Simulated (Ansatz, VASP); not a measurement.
Two plane-wave programs on CaC2

```xyz
3
Lattice="-2.0310 2.0310 3.2822 2.0310 -2.0310 3.2822 2.0310 2.0310 -3.2822" Properties=species:S:1:pos:R:3 pbc="T T T"
Ca    0.0000    0.0000    0.0000
C     0.0000    0.0000    3.9248
C     0.0000    0.0000    2.6396
```

Change from the starting cell: strain +0.050 along x and y, +0.025 along z, atoms carried along.

Alike in both runs: task single point; functional LDA; k mesh 10 × 10 × 10; occupations gaussian, width 0.05 eV; no spin polarisation.

```csv
,VASP,Ansatz
version,VASP 6.6.1,Ansatz 0.2.0
potentials or method,"VASP PAW LDA potentials, release 64 (Ca_sv, C)","scalar-relativistic, plane waves, PAW"
plane-wave cutoff (eV),520,420
valence electrons in the cell,18,18
```

```tsv
	VASP	Ansatz	Ansatz less VASP
gap on the k mesh at the Fermi level (eV)	1.52	1.53	+0.013
least direct gap on the mesh (eV)	2.44	2.45	+0.012
pressure (GPa)	-10.7	-10.9	-0.25
largest component of the traceless stress (GPa)	5.71	5.99	+0.286
rms of the force components (eV/Å)	0.809	0.846	+0.0371
```

Atom by atom the forces differ by 0.037 eV/Å (rms over components).

Caveats: forces of over 1 eV/Å show positions far from the minimum, so gaps and moduli don't describe the material at rest. A k mesh can miss the band edges.
